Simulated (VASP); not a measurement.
# Li3Au: Au into a neighbouring Au vacancy

Aim: the barrier for one hop in Li3Au: Au into a neighbouring Au vacancy. The start is a cell from a database of measured crystal structures.

Main program and level: VASP 6.6.1; PBEsol; plane waves and PAW (Au, Li).

## 1. The host crystal

It takes space group Fm-3m (No. 225, cubic). Conventional cell: a = 6.302 Å, b = 6.302 Å, c = 6.302 Å, α = 90.00°, β = 90.00°, γ = 90.00°. Nearest to Au lie 8 Li at 2.73 Å. Li has 8 Li at 2.73 Å nearest. Nearest to Li lie 4 Li at 2.73 Å and 4 Au at 2.73 Å. Farther neighbours are not listed.

Structure file:

```
Au Li
1.0
     0.00000    3.15100    3.15100
     3.15100    0.00000    3.15100
     3.15100    3.15100    0.00000
Au Li
1 3
Direct
  0.00000 0.00000 0.00000
  0.50000 0.50000 0.50000
  0.75000 0.75000 0.75000
  0.25000 0.25000 0.25000
```

## 2. Relax the host

First cell and atoms are relaxed at a raised cutoff, so that later runs start from this functional's own cell.

INCAR

```
SYSTEM = Li3Au
PREC = Accurate
ENCUT = 350
EDIFF = 1E-06
NELM = 120
ISMEAR = 0
SIGMA = 0.1
LREAL = .FALSE.
ALGO = Normal
GGA = PS
NBANDS = 13
LORBIT = 11
LWAVE = .FALSE.
LCHARG = .FALSE.
KPAR = 3
IBRION = 2
NSW = 40
ISIF = 3
EDIFFG = -0.02
POTIM = 0.4
```

POSCAR

```
Li3Au
1.0
    0.0000000000      3.1510000000      3.1510000000
    3.1510000000      0.0000000000      3.1510000000
    3.1510000000      3.1510000000      0.0000000000
Au Li
1 3
Direct
    0.0000000000      0.0000000000      0.0000000000
    0.5000000000      0.5000000000      0.5000000000
    0.7500000000      0.7500000000      0.7500000000
    0.2500000000      0.2500000000      0.2500000000
```

KPOINTS

```
Automatic mesh
0
Gamma
5 5 5
0 0 0
```

The projector-augmented-wave data sets are Au and Li (PBE family, release 64).

Run with:

```sh
> mpirun -np 3 vasp_std
```

What it wrote:

```text
[banner, memory and clock lines left out]
running    3 mpi-ranks, on    1 nodes
 distrk:  each k-point on    1 cores,    3 groups
 distr:  one band on    1 cores,    1 groups

 POSCAR found type information on POSCAR AuLi
 POSCAR found :  2 types and       4 ions
|                                                                             |
|               ----> ADVICE to this user running VASP <----                  |
|                                                                             |
|     You enforced a specific xc type in the INCAR file but a different       |
|     [... a line on the potential file left out ...]
|     I HOPE YOU KNOW WHAT YOU ARE DOING!                                     |
|                                                                             |

 LDA part: xc-table for (Slater+PW92), standard interpolation
 POSCAR, INCAR and KPOINTS ok, starting setup
 FFT: planning ... GRIDC
 FFT: planning ... GRID_SOFT
 FFT: planning ... GRID
 WAVECAR not read
 entering main loop
       N       E                     dE             d eps       ncg     rms          rms(c)
DAV:   1     0.309063532458E+02    0.30906E+02   -0.44095E+03   276   0.626E+02
DAV:   2    -0.114106613089E+02   -0.42317E+02   -0.37050E+02   308   0.126E+02
DAV:   3    -0.123334975477E+02   -0.92284E+00   -0.91946E+00   320   0.179E+01
DAV:   4    -0.123373498538E+02   -0.38523E-02   -0.38521E-02   310   0.137E+00
DAV:   5    -0.123374011727E+02   -0.51319E-04   -0.51319E-04   305   0.158E-01    0.641E+00
DAV:   6    -0.113570202094E+02    0.98038E+00   -0.62183E+00   295   0.200E+01    0.227E+00
DAV:   7    -0.112973383583E+02    0.59682E-01   -0.22065E-01   265   0.430E+00    0.504E-01
DAV:   8    -0.112863598629E+02    0.10978E-01   -0.83877E-03   341   0.603E-01    0.248E-01
DAV:   9    -0.112837697254E+02    0.25901E-02   -0.21394E-03   283   0.406E-01    0.515E-02
DAV:  10    -0.112837718089E+02   -0.20836E-05   -0.68145E-05   323   0.596E-02    0.111E-02
DAV:  11    -0.112837673296E+02    0.44794E-05   -0.37716E-06   275   0.171E-02    0.145E-03
DAV:  12    -0.112837674098E+02   -0.80224E-07   -0.12038E-07   165   0.262E-03
   1 F= -.11283767E+02 E0= -.11278619E+02  d E =-.112838E+02
 curvature:   0.00 expect dE= 0.000E+00 dE for cont linesearch  0.000E+00
 trial: gam= 0.00000 g(F)=  0.339E-46 g(S)=  0.801E-02 ort = 0.000E+00 (trialstep = 0.100E+01)
 search vector abs. value=  0.801E-02
 bond charge predicted
       N       E                     dE             d eps       ncg     rms          rms(c)
DAV:   1    -0.113370460168E+02   -0.53279E-01   -0.61556E-01   270   0.702E+00    0.141E+00
DAV:   2    -0.112911908945E+02    0.45855E-01   -0.21876E-01   280   0.395E+00    0.434E-01
DAV:   3    -0.112904109910E+02    0.77990E-03   -0.30754E-03   276   0.486E-01    0.188E-01
DAV:   4    -0.112902483192E+02    0.16267E-03   -0.48832E-04   288   0.100E-01    0.222E-02
DAV:   5    -0.112902486555E+02   -0.33636E-06   -0.20383E-05   293   0.354E-02    0.159E-02
DAV:   6    -0.112902509509E+02   -0.22954E-05   -0.30518E-06   244   0.126E-02    0.123E-03
DAV:   7    -0.112902509727E+02   -0.21842E-07   -0.29110E-07   130   0.428E-03
   2 F= -.11290251E+02 E0= -.11285102E+02  d E =-.648356E-02
 trial-energy change:   -0.006484  1 .order   -0.006424   -0.008015   -0.004832
 step:   2.2144(harm=  2.5184)  dis= 0.00000  next Energy=   -11.293293 (dE=-0.953E-02)
 bond charge predicted
       N       E                     dE             d eps       ncg     rms          rms(c)
DAV:   1    -0.113635175473E+02   -0.73267E-01   -0.91490E-01   265   0.858E+00    0.171E+00
DAV:   2    -0.112951824132E+02    0.68335E-01   -0.32739E-01   280   0.484E+00    0.521E-01
DAV:   3    -0.112939796398E+02    0.12028E-02   -0.46934E-03   276   0.605E-01    0.222E-01
DAV:   4    -0.112937328221E+02    0.24682E-03   -0.72466E-04   288   0.124E-01    0.280E-02
DAV:   5    -0.112937335023E+02   -0.68024E-06   -0.33291E-05   301   0.461E-02    0.194E-02
DAV:   6    -0.112937371689E+02   -0.36666E-05   -0.41961E-06   275   0.146E-02    0.168E-03
DAV:   7    -0.112937371625E+02    0.64227E-08   -0.43308E-07   130   0.541E-03
   3 F= -.11293737E+02 E0= -.11288588E+02  d E =-.996975E-02
 curvature:  -1.21 expect dE=-0.910E-04 dE for cont linesearch -0.910E-04
 trial: gam=-0.08751 g(F)=  0.258E-46 g(S)=  0.753E-04 ort = 0.777E-03 (trialstep = 0.124E+01)
 search vector abs. value=  0.707E-06
 reached required accuracy - stopping structural energy minimisation
```

Wall time 3.6 s (3 MPI ranks of Intel Xeon 6975P-C (Granite Rapids), shared host); peak memory 0.42 GiB; 9.2 s of CPU time.

The logs omit lines about the potential files and the build; timing stands in the text.

Parts of OUTCAR (step 2):

```text
ion  position               nearest neighbor table
   1  0.000  0.000  0.000-   3 2.73   3 2.73   3 2.73   3 2.73   4 2.73   4 2.73   4 2.73   4 2.73
                             2 3.15   2 3.15   2 3.15   2 3.15   2 3.15   2 3.15
   2  0.500  0.500  0.500-   4 2.73   4 2.73   4 2.73   3 2.73   4 2.73   3 2.73   3 2.73   3 2.73
                             1 3.15   1 3.15   1 3.15   1 3.15   1 3.15   1 3.15
   3  0.750  0.750  0.750-   2 2.73   2 2.73   2 2.73   1 2.73   2 2.73   1 2.73   1 2.73   1 2.73
                             4 3.15   4 3.15   4 3.15   4 3.15   4 3.15   4 3.15
   4  0.250  0.250  0.250-   1 2.73   1 2.73   1 2.73   1 2.73   2 2.73   2 2.73   2 2.73   2 2.73
                             3 3.15   3 3.15   3 3.15   3 3.15   3 3.15   3 3.15

  LATTYP: Found a face centered cubic cell.
 ALAT       =     6.3020000000

 Subroutine GETGRP returns: Found 48 space group operations
 (whereof 48 operations were pure point group operations)

The static configuration has the point symmetry O_h .

 Found     10 irreducible k-points:

   k-points           NKPTS =     10   k-points in BZ     NKDIM =     10   number of bands    NBANDS=     13

   dimension x,y,z NGX =    28 NGY =   28 NGZ =   28
   dimension x,y,z NGXF=    56 NGYF=   56 NGZF=   56

   ENCUT  =  350.0 eV  25.72 Ry    5.07 a.u.   6.80  6.80  6.80*2*pi/ulx,y,z

   NELECT =      14.0000    total number of electrons

 k-points in reciprocal lattice and weights: Automatic mesh
   0.00000000  0.00000000  0.00000000       0.008
   0.20000000  0.00000000  0.00000000       0.064
   0.40000000  0.00000000  0.00000000       0.064
   0.20000000  0.20000000  0.00000000       0.048
   0.40000000  0.20000000  0.00000000       0.192
  -0.40000000  0.20000000  0.00000000       0.192
  -0.20000000  0.20000000  0.00000000       0.096
   0.40000000  0.40000000  0.00000000       0.048
  -0.40000000  0.40000000  0.00000000       0.096
  -0.40000000  0.40000000  0.20000000       0.192

 average (electrostatic) potential at core
       1 -70.0830       2 -26.8574       3 -26.2585       4 -26.2585

 E-fermi :   3.3244

 k-point     1 :       0.0000    0.0000    0.0000
  band No.  band energies     occupation
    ...
      2      -1.0363      2.00000
      3      -1.0363      2.00000
      4      -1.0363      2.00000
      5      -0.6497      2.00000
      6      -0.6497      2.00000
      7       7.5682      0.00000
      8       7.5682      0.00000
      9       7.5682      0.00000
     10       9.4900      0.00000
     11       9.4900      0.00000
    ...

 k-point     2 :       0.2000    0.0000    0.0000
  band No.  band energies     occupation
    ...
      2      -0.9869      2.00000
      3      -0.9750      2.00000
      4      -0.9750      2.00000
      5      -0.6695      2.00000
      6      -0.6695      2.00000
      7       4.8621      0.00000
      8       7.1193      0.00000
      9       7.1193      0.00000
     10       9.2353      0.00000
     11       9.2353      0.00000
    ...

 k-point     3 :       0.4000    0.0000    0.0000
  band No.  band energies     occupation
    ...
      3      -0.9874      2.00000
      4      -0.5688      2.00000
      5      -0.5688      2.00000
      6      -0.4738      2.00000
      7       2.0449      2.00000
      8       6.6343      0.00000
      9       6.6343      0.00000
     10       8.2513      0.00000
     11       8.2513      0.00000
     12      10.4258      0.00000
    ...

  Total       -0.0509923     -0.0509923     -0.0509923     -0.0000000     -0.0000000      0.0000000
  in kB       -1.3507387     -1.3507387     -1.3507387     -0.0000000     -0.0000000      0.0000000
  external PRESSURE =      -1.3507387 kB  Pullay stress =       0.0000000 kB

  energy-cutoff  :      350.00
  volume of cell :       60.48
      direct lattice vectors                 reciprocal lattice vectors
     0.000000000  3.115573386  3.115573386    -0.160484103  0.160484103  0.160484103
     3.115573386  0.000000000  3.115573386     0.160484103 -0.160484103  0.160484103
     3.115573386  3.115573386  0.000000000     0.160484103  0.160484103 -0.160484103

 POSITION                                       TOTAL-FORCE (eV/Angst)
 -----------------------------------------------------------------------------------
      0.00000      0.00000      0.00000         0.000000     -0.000000      0.000000
      3.11557      3.11557      3.11557         0.000000     -0.000000      0.000000
      4.67336      4.67336      4.67336         0.000000      0.000000      0.000000
      1.55779      1.55779      1.55779        -0.000000     -0.000000     -0.000000
 -----------------------------------------------------------------------------------
    total drift:                               -0.000000     -0.000000      0.000000

  FREE ENERGIE OF THE ION-ELECTRON SYSTEM (eV)
  ---------------------------------------------------
  free  energy   TOTEN  =       -11.2937371625 eV

  energy  without entropy=      -11.2834393511  energy(sigma->0) =      -11.28858826

 reached required accuracy - stopping structural energy minimisation

 total charge
# of ion       s       p       d       tot
------------------------------------------
    1        0.748   0.265   8.672   9.685
    2        0.116   0.130   0.000   0.246
    3        0.135   0.167   0.000   0.301
    4        0.135   0.167   0.000   0.301
--------------------------------------------------
tot          1.134   0.728   8.672  10.534

[... 3 further parts left out ...]
```

CONTCAR:

```
Li3Au
   1.00000000000000
     0.0000000000000000    3.1155733859564410    3.1155733859564410
     3.1155733859564410    0.0000000000000000    3.1155733859564410
     3.1155733859564410    3.1155733859564410    0.0000000000000000
  Au              Li
     1     3
Direct
     0.0000000000000000    0.0000000000000000    0.0000000000000000
     0.5000000000000000    0.5000000000000000    0.5000000000000000
     0.7500000000000000    0.7500000000000000    0.7500000000000000
     0.2500000000000000    0.2500000000000000    0.2500000000000000
```

The k-mesh is coarse for a metal. The PAW data sets were made with PBE, which is usual practice but a small mismatch for other functionals. The run keeps the 48 symmetry operations of its start, so it cannot find a distortion of lower symmetry.

Relaxation path:

```csv
step,energy less that of the first step (eV),largest force (eV/Å),pressure (GPa),volume (Å³)
1,0.0000,0.0000,-1.35,62.57
2,-0.0065,0.0000,-0.82,61.62
3,-0.0100,0.0000,-0.14,60.48
```

```csv
"conventional cell, symmetrised",before,after,change
a (Å),6.302,6.231,-1.1 %
b (Å),6.302,6.231,-1.1 %
c (Å),6.302,6.231,-1.1 %
volume (Å³/atom),15.64,15.12,-3.3 %
```

Final coordinates:

```xyz
4
Lattice="0.0000 3.1156 3.1156 3.1156 0.0000 3.1156 3.1156 3.1156 0.0000" Properties=species:S:1:pos:R:3 pbc="T T T"
Au    0.0000    0.0000    0.0000
Li    3.1156    3.1156    3.1156
Li    4.6734    4.6734    4.6734
Li    1.5578    1.5578    1.5578
```

Numbers from this step:

* electronic cycles: 26
* electrons: 14
* free energy (TOTEN): -11.29 eV
* energy at zero smearing: -11.29 eV
* Fermi energy: 3.324 eV
* labelled metallic, from the levels on this mesh: yes

The run ended after 3 ionic steps, 0.010 eV below its first step, once forces and stress met EDIFFG = -0.02.

[end of part 1 of 4]

[Lines on the potential files, build, host, timing and source positions are cut from VASP's logs without a mark.]

[Logs are printed without paths, hosts, clocks, repeated set-up lines and the standing remarks that a program may print on its own settings, such as how far it seeks lower states.]

[Hosts, paths, dates, database ids (printed as entryN), source tags and the programs' standing remarks are cut or masked in the printed files.]

[Runs that stopped without an error message from VASP are left out.]
